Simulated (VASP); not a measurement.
# Nb2SiO2 (P1) in VASP: relaxation of cell and atoms with PBE

Aim: the relaxation of cell and atoms of Nb2SiO2 with PBE.

All numbers are computed with VASP 6.6.1; they aren't measurements. Logs are shortened: lines on timing, memory, paths and dates and some standing lists are left out, and cuts for length are marked.

### Step 1. The crystal as given

The typed cell holds 10 atoms: a = 3.110 Å, b = 3.046 Å, c = 18.763 Å, α = 93.57°, β = 88.03°, γ = 121.80°.

The cell was built by a generator and needn't be a form met in nature.

### Step 2. Relaxation of cell and atoms, PBE

File INCAR:

```
SYSTEM = Nb2SiO2
PREC = Normal
ENCUT = 520
EDIFF = 1E-5
ISMEAR = 0
SIGMA = 0.15
LREAL = Auto
LASPH = .True.
NELM = 80
ALGO = Fast
ISIF = 3
LWAVE = .False.
LCHARG = .False.
GGA = PE
IBRION = 2
NSW = 110
EDIFFG = -0.03
ISYM = 0
KPAR = 8
```

File KPOINTS:

```
Automatic mesh
0
Gamma
  9 9 2
  0 0 0
```

File POSCAR:

```
Nb2SiO2
1.0
    3.1098000200     -0.0287442500      0.0522410900
   -1.5797937800      2.6026408100     -0.0941506300
    0.3267170500     -0.4912808700     18.7541563900
Nb Si O
4 2 4
Direct
    0.6076849000      0.3072370200      0.3567617400
    0.2695416800      0.6690257000      0.6467326000
    0.8031816000      0.3722054000      0.1512282700
    0.4159387800      0.6238145500      0.8544740400
    0.3250996600      0.6531075900      0.2348083800
    0.6700839000      0.4260918600      0.7575988500
    0.2817703200      0.6401396500      0.4211672300
    0.7863360800      0.2973579400      0.5907326800
    0.3939976900      0.7468057600      0.0803806700
    0.7517462800      0.3365770400      0.9217140300
```

Potentials or basis: VASP PAW PBE potentials, release 64 (Nb_sv, Si, O).

Launch:

```bash
cat potpaw_PBE.64/Nb_sv/POTCAR potpaw_PBE.64/Si/POTCAR potpaw_PBE.64/O/POTCAR > POTCAR
mpirun -np 8 vasp_std > vasp.out
```

OUTCAR:

```text
SYSTEM = Nb2SiO2
   PREC = Normal
   ENCUT = 520
   EDIFF = 1E-5
   ISMEAR = 0
   LREAL = Auto
   LASPH = .True.
   NELM = 80
   ISIF = 3
   GGA = PE
   IBRION = 2
   NSW = 110
   EDIFFG = -0.03
   ISYM = 0

 ion  position               nearest neighbor table
   1  0.608  0.307  0.357-   7 2.09   7 2.16   7 2.16   5 2.78   5 2.92   5 2.97
   2  0.270  0.669  0.647-   8 1.68   8 2.06   6 2.61   6 2.78   6 2.79
   3  0.803  0.372  0.151-   9 2.06   9 2.06   5 2.09   5 2.51   5 2.53
   4  0.416  0.624  0.854-   6 2.13  10 2.15  10 2.16  10 2.18   6 2.78   6 2.88
   5  0.325  0.653  0.235-   3 2.09   3 2.51   3 2.53   1 2.78   1 2.92   1 2.97
   6  0.670  0.426  0.758-   4 2.13   2 2.61   4 2.78   2 2.78   2 2.79   4 2.88
   7  0.282  0.640  0.421-   1 2.09   1 2.16   1 2.16
   8  0.786  0.297  0.591-   2 1.68   2 2.06
   9  0.394  0.747  0.080-   3 2.06   3 2.06
  10  0.752  0.337  0.922-   4 2.15   4 2.16   4 2.18

IMPORTANT INFORMATION: All symmetrisations will be switched off!
NOSYMM: (Re-)initialisation of all symmetry stuff for point group C_1.

----------------------------------------------------------------------------------------

                                     Primitive cell

  volume of cell :     150.7919

  direct lattice vectors                    reciprocal lattice vectors
     3.109800020 -0.028744250  0.052241090     0.323386561  0.196276699 -0.000492100
    -1.579793780  2.602640810 -0.094150630     0.003404752  0.386656065  0.010069466
     0.326717050 -0.491280870 18.754156390    -0.000883724  0.001394368  0.053373435

  length of vectors
     3.110371606  3.046038725 18.763434729     0.378290434  0.386802144  0.053398959

  position of ions in fractional coordinates (direct lattice)
     0.607684900  0.307237020  0.356761740
     0.269541680  0.669025700  0.646732600
     0.803181600  0.372205400  0.151228270
     0.415938780  0.623814550  0.854474040
     0.325099660  0.653107590  0.234808380
     0.670083900  0.426091860  0.757598850
     0.281770320  0.640139650  0.421167230
     0.786336080  0.297357940  0.590732680
     0.393997690  0.746805760  0.080380670
     0.751746280  0.336577040  0.921714030

  ion indices of the primitive-cell ions
   primitive index   ion index
                 1           1
                 2           2
                 3           3
                 4           4
                 5           5
                 6           6
                 7           7
                 8           8
                 9           9
                10          10

----------------------------------------------------------------------------------------

 KPOINTS: Automatic mesh

Automatic generation of k-mesh.
 Grid dimensions read from file:
 generate k-points for:    9    9    2

 Generating k-lattice:

  Cartesian coordinates                     Fractional coordinates (reciprocal lattice)
     0.035931840  0.021808522 -0.000054678     0.111111111 -0.000000000  0.000000000
     0.000378306  0.042961785  0.001118830     0.000000000  0.111111111  0.000000000
    -0.000441862  0.000697184  0.026686718    -0.000000000  0.000000000  0.500000000

  Length of vectors
     0.042032270  0.042978016  0.026699480

  Shift w.r.t. Gamma in fractional coordinates (k-lattice)
     0.000000000  0.000000000  0.000000000

 Subroutine IBZKPT returns following result:
 ===========================================

 Found     82 irreducible k-points:

 Following reciprocal coordinates:
            Coordinates               Weight
  0.000000  0.000000  0.000000      1.000000
  0.111111  0.000000  0.000000      2.000000
  0.222222  0.000000 -0.000000      2.000000
  0.333333  0.000000  0.000000      2.000000
  0.444444  0.000000 -0.000000      2.000000
 -0.000000  0.111111  0.000000      2.000000
[... 16 lines left out ...]
 -0.111111  0.222222  0.000000      2.000000
 -0.000000  0.333333  0.000000      2.000000
 [... further k-points ...]
   k-points           NKPTS =     82   k-points in BZ     NKDIM =     82   number of bands    NBANDS=     50
   number of dos      NEDOS =    301   number of ions     NIONS =     10
   total plane-waves  NPLWV =  34992
   dimension x,y,z NGX =    18 NGY =   18 NGZ =  108
   dimension x,y,z NGXF=    36 NGYF=   36 NGZF=  216
   ions per type =               4   2   4
   NGX,Y,Z   is equivalent  to a cutoff of   9.62,  9.82,  9.57 a.u.
   NGXF,Y,Z  is equivalent  to a cutoff of  19.24, 19.65, 19.14 a.u.
 SYSTEM =  Nb2SiO2
   PREC   = normal    normal or accurate (medium, high low for compatibility)
   ISTART =      0    job   : 0-new  1-cont  2-samecut
   ICHARG =      2    charge: 1-file 2-atom 10-const
   ISPIN  =      1    spin polarized calculation?
   LNONCOLLINEAR =      F non collinear calculations
   LSORBIT =      F    spin-orbit coupling
   LASPH  =      T    aspherical Exc in radial PAW
   ENCUT  =  520.0 eV  38.22 Ry    6.18 a.u.   5.78  5.66 34.89*2*pi/ulx,y,z
   NELM   =     80;   NELMIN=  2; NELMDL= -5     # of ELM steps
   EDIFF  = 0.1E-04   stopping-criterion for ELM
   LREAL  =      T    real-space projection
   EDIFFG = -.3E-01   stopping-criterion for IOM
   NSW    =    110    number of steps for IOM
   IBRION =      2    ionic relax: 0-MD 1-quasi-New 2-CG
   NFREE  =      1    steps in history (QN), initial steepest desc. (CG)
   ISIF   =      3    stress and relaxation
   ISYM   =      0    0-nonsym 1-usesym 2-fastsym
   POTIM  = 0.5000    time-step for ionic-motion
   TEBEG  =    0.0;   TEEND  =   0.0 temperature during run
   PSTRESS=    0.0 pullay stress
   NELECT =      84.0000    total number of electrons
   NUPDOWN=      -1.0000    fix difference up-down
   EMIN   =  10.00;   EMAX   =-10.00  energy-range for DOS
   EFERMI =   0.00;   METHOD = LEGACY
   ISMEAR =     0;   SIGMA  =   0.15  broadening in eV -4-tet -1-fermi 0-gaus
   EFERMI_NEDOS =   21; number of points for ismear=-14 and -15
   IALGO  =     68    algorithm
   IMIX   =      4    mixing-type and parameters
     AMIX     =   0.40;   BMIX     =  1.00
     AMIX_MAG =   1.60;   BMIX_MAG =  1.00
  volume/ion in A,a.u.               =      15.08       101.76
  Fermi-wavevector in a.u.,A,eV,Ry     =   1.347024  2.545506 24.687402  1.814473
  Thomas-Fermi vector in A             =   2.474808
   LORBIT       =      0    0 simple, 1 ext, 2 COOP (PROOUT), +10 PAW based schemes
   GGA     = PE    functional components
   LHFCALC =     F    Hartree Fock is set to
   AEXX    =    0.0000 exact exchange contribution
   IVDW    =     0    specifies the selected vdW correction
   LEPSILON=     F    determine dielectric tensor
   LRPA    =     F    only Hartree local field effects (RPA)
 conjugate gradient relaxation of ions
 non-spin polarized calculation
 RMM-DIIS sequential band-by-band and
 Gauss-broadening in eV      SIGMA  =   0.15
  energy-cutoff  :      520.00
  volume of cell :      150.79
 maximum number of plane-waves:      4096
   NGX = 11   NGY = 11   NGZ = 69

--------------------------------------- Ionic step        1  -------------------------------------------

 number of electron      83.9999988 magnetization

 Free energy of the ion-electron system (eV)
  ---------------------------------------------------
  ext. energy  EPLUGINS =         0.00000000
  ---------------------------------------------------
  free energy    TOTEN  =       -80.66966032 eV

  energy without entropy =      -80.63598444  energy(sigma->0) =      -80.65282238

------------------------ aborting loop because EDIFF is reached ----------------------------------------

  FORCE on cell =-STRESS in cart. coord.  units (eV):
  Direction    XX          YY          ZZ          XY          YZ          ZX
  --------------------------------------------------------------------------------------
  -------------------------------------------------------------------------------------
  Total       10.4212930      6.4208726     19.4875840      7.8579083     12.9793428      3.3319735
  in kB      110.7271536     68.2223351    207.0572919     83.4909656    137.9066573     35.4025114
  external PRESSURE =     128.6689269 kB  Pullay stress =       0.0000000 kB
[... 31 lines left out ...]
--------------------------------------- Ionic step        2  -------------------------------------------

 number of electron      84.0000018 magnetization

------------------------ aborting loop EDIFF was not reached (unconverged)  ----------------------------

  FORCE on cell =-STRESS in cart. coord.  units (eV):
  Direction    XX          YY          ZZ          XY          YZ          ZX
  --------------------------------------------------------------------------------------
  -------------------------------------------------------------------------------------
  Total       -7.8710762     -6.1511499    -14.6961244      1.0180985      1.8617469      0.3528532
  in kB      -70.9501862    -55.4467033   -132.4714350      9.1771790     16.7818583      3.1806328
  external PRESSURE =     -86.2894415 kB  Pullay stress =       0.0000000 kB
[... 69 lines left out ...]
  FREE ENERGIE OF THE ION-ELECTRON SYSTEM (eV)
  ---------------------------------------------------
  free  energy   TOTEN  =       -84.6498945997 eV

  energy  without entropy=      -84.5960456384  energy(sigma->0) =      -84.62297012

[... ionic steps 4 to 37 ...]

--------------------------------------- Ionic step       38  -------------------------------------------

 number of electron      84.0000018 magnetization

------------------------ aborting loop because EDIFF is reached ----------------------------------------
[... 83 lines left out ...]
--------------------------------------- Ionic step       40  -------------------------------------------

 number of electron      84.0000018 magnetization

 Free energy of the ion-electron system (eV)
  ---------------------------------------------------
  ext. energy  EPLUGINS =         0.00000000
  ---------------------------------------------------
  free energy    TOTEN  =       -86.05936376 eV

  energy without entropy =      -86.03271184  energy(sigma->0) =      -86.04603780

 E-fermi :   7.7173     XC(G=0): -10.8303

 val. band max:        7.7153535676   @ k =  -0.4444   0.4444   0.0000
 cond. band min:       7.7358450649   @ k =   0.0000   0.0000   0.5000
 fundamental gap:      0.0204914973
 Fermi energy:         7.7173345744

 k-point     1 :       0.0000    0.0000    0.0000
  band No.  band energies     occupation
      1     -47.9632      2.00000
      2     -47.9573      2.00000
      3     -47.9563      2.00000
      4     -47.9541      2.00000
      5     -24.2319      2.00000
      6     -24.2272      2.00000
[... 1261 lines left out ...]
     49      10.4181      0.00000
     50      10.4241      0.00000

 [... further k-points ...]
[... 5 lines left out ...]
  --------------------------------------------------------------------------------------
  -------------------------------------------------------------------------------------
  Total        0.0100133      0.0588423      0.0854065      0.0081363     -0.0591442     -0.0057042
  in kB        0.1072356      0.6301597      0.9146438      0.0871344     -0.6333928     -0.0610884
  external PRESSURE =       0.5506797 kB  Pullay stress =       0.0000000 kB
[... 25 lines left out ...]
  FREE ENERGIE OF THE ION-ELECTRON SYSTEM (eV)
  ---------------------------------------------------
  free  energy   TOTEN  =       -86.0593637618 eV

  energy  without entropy=      -86.0327118392  energy(sigma->0) =      -86.04603780

 reached required accuracy - stopping structural energy minimisation
```

Wall time 46 min (8 MPI ranks of Intel Xeon Platinum 8488C (Sapphire Rapids), shared host); peak memory 0.49 GiB.

Results:

```
Free energy                            : -86.0594 eV
Relaxed volume                         : 14.96 Å³/atom
Relaxed cell                           : a = 2.969 Å, b = 2.960 Å, c = 18.773 Å, α = 89.92°, β = 89.04°, γ = 114.91°
Space group after relaxing (to 0.05 Å) : P-1 (No. 2)
Energy gained by relaxing              : 539.0 meV/atom
Ionic steps                            : 40
Pressure after relaxing                : 0.1 GPa
Largest force after relaxing           : 0.027 eV/Å
Band gap on the k mesh                 : none (metal or under the smearing width)
```

Forces in eV/Å, atoms in the order of the input:
```
Nb  -0.003 -0.009  0.003
Nb  -0.011 -0.004  0.002
Nb  -0.019  0.013 -0.006
Nb   0.002  0.011 -0.001
Si  -0.003  0.009  0.019
Si  -0.006 -0.004  0.004
O    0.005 -0.007 -0.003
O   -0.002 -0.006 -0.012
O    0.023 -0.011 -0.010
O    0.014  0.008  0.004
```

Stress tensor (GPa, compression positive):
```
 0.01  0.01 -0.01
 0.01  0.06 -0.06
-0.01 -0.06  0.09
```

Step by step:
| step | energy change (eV) | largest force (eV/Å) | pressure (GPa) | volume (Å³) |
| --- | --- | --- | --- | --- |
| 1 | 0.0000 | 11.4013 | 12.87 | 150.79 |
| 2 | 0.3813 | 6.6130 | -8.63 | 177.74 |
| 3 | -3.9802 | 3.5117 | -7.64 | 161.00 |
| 4 | -4.0507 | 3.2684 | -6.95 | 160.11 |
| 5 | -4.0870 | 2.8883 | -5.75 | 158.82 |
| 6 | -4.5769 | 2.0944 | 7.94 | 149.10 |
| 7 | -4.6717 | 1.3297 | 3.38 | 151.76 |
| 8 | -5.0307 | 0.8003 | -0.83 | 153.45 |
| 9 | -5.0372 | 0.8237 | -1.28 | 153.69 |
| 10 | -5.1607 | 0.6578 | -0.58 | 151.80 |
| 11 | -5.2088 | 1.0684 | 1.44 | 148.67 |
| 12 | -5.2165 | 0.7499 | 0.77 | 149.56 |
| 13 | -5.2973 | 0.3200 | 0.53 | 149.67 |
| 14 | -5.0900 | 0.3884 | 0.65 | 149.69 |
| 15 | -5.1122 | 0.2304 | -0.90 | 151.14 |
| 16 | -5.2967 | 0.2671 | -1.09 | 151.23 |
| 17 | -5.1797 | 0.3420 | 0.35 | 150.31 |
| 18 | -5.2033 | 0.3684 | 0.68 | 150.09 |
| 19 | -5.3512 | 0.2038 | 0.19 | 150.14 |
| 20 | -5.3573 | 0.2466 | -0.25 | 150.20 |
| 21 | -5.3643 | 0.2011 | -0.03 | 149.93 |
| 22 | -5.3687 | 0.1601 | 0.24 | 149.64 |
| 23 | -5.3670 | 0.3097 | 0.79 | 149.06 |
| 24 | -5.3697 | 0.2063 | 0.45 | 149.42 |
| 25 | -5.3748 | 0.1130 | -0.12 | 149.92 |
| 26 | -5.3757 | 0.1278 | -0.45 | 150.21 |
| 27 | -5.3783 | 0.1537 | 0.28 | 149.76 |
| 28 | -5.3784 | 0.1371 | 0.21 | 149.81 |
| 29 | -5.3817 | 0.0810 | 0.08 | 149.83 |
| 30 | -5.3829 | 0.0780 | 0.01 | 149.85 |
| 31 | -5.3830 | 0.0858 | -0.03 | 149.85 |
| 32 | -5.3860 | 0.0601 | -0.08 | 149.82 |
| 33 | -5.3865 | 0.0835 | -0.10 | 149.80 |
| 34 | -5.3877 | 0.0630 | 0.24 | 149.56 |
| 35 | -5.3877 | 0.0665 | 0.26 | 149.55 |
| 36 | -5.3884 | 0.0537 | 0.05 | 149.67 |
| 37 | -5.3886 | 0.0593 | -0.11 | 149.78 |
| 38 | -5.3891 | 0.0450 | -0.09 | 149.73 |
| 39 | -5.3894 | 0.0429 | -0.01 | 149.65 |
| 40 | -5.3897 | 0.0275 | 0.06 | 149.61 |

Final structure:
```yaml
crystal:
  lattice:
    - [2.96534, 0.13982, 0.02504]
    - [-1.37197, 2.62319, -0.00086]
    - [0.15237, 0.11719, 18.77181]
  atoms:
    - { symbol: Nb, position: [0.69018, 0.31997, 0.35684] }
    - { symbol: Nb, position: [0.37514, 0.69715, 0.64625] }
    - { symbol: Nb, position: [0.71665, 0.33147, 0.14133] }
    - { symbol: Nb, position: [0.34086, 0.67974, 0.86176] }
    - { symbol: Si, position: [0.33039, 0.69606, 0.24904] }
    - { symbol: Si, position: [0.73100, 0.31803, 0.75401] }
    - { symbol: O, position: [0.31976, 0.67621, 0.41608] }
    - { symbol: O, position: [0.74598, 0.34081, 0.58711] }
    - { symbol: O, position: [0.36026, 0.69690, 0.08222] }
    - { symbol: O, position: [0.69517, 0.31603, 0.92095] }
```
